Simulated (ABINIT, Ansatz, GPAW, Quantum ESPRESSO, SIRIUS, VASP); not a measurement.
AgRh: programs and potentials compared

```
Ag Rh
1.0
     2.77759    0.00000    0.00000
    -1.38879    2.40546    0.00000
     0.00000    0.00000    4.80860
Ag Rh
1 1
Direct
  0.00000 0.00000 0.50000
  0.66667 0.33333 0.00000
```

The cell comes from a database or a generator and needn't be the stable form of this composition.

Alike in all runs: task single point; functional PBEsol; k mesh 11 × 11 × 6; occupations fermi-dirac, width 0.05 eV; no spin polarisation; no spin-orbit coupling. Pressure is positive in compression and, in plane waves, holds the error of the finite cutoff.

```
                                        program and potentials  plane-wave cutoff (eV)                                                             notes  pressure (GPa)
               ABINIT, PseudoDojo NC SR PBEsol v0.4.1 standard                    1197                           18 valence electrons an atom on average          -10.56
                Ansatz, all-electron LAPW, scalar-relativistic                       -                                                                 -          -10.62
                         VASP, PBE PAW files Ag, Rh_pv, 520 eV                     520  potentials made for PBE; 13 valence electrons an atom on average          -10.75
             GPAW, PAW data sets generated for this functional                     600                           16 valence electrons an atom on average           -9.74
SIRIUS, PseudoDojo 0.4.1 PBEsol standard (scalar relativistic)                    1202                           18 valence electrons an atom on average          -10.55
                             Quantum ESPRESSO, GBRV 1.5 PBEsol                     762                           17 valence electrons an atom on average          -10.63
```

The pressure spans -10.75 (VASP, PBE PAW files Ag, Rh_pv, 520 eV) to -9.74 GPa (GPAW, PAW data sets generated for this functional), with all-electron results at -10.62. The cell lies far from this level's equilibrium.

The functional is the same throughout but for its coding, so the spread measures potentials, basis and numerics; runs on potential files found faulty are left out.
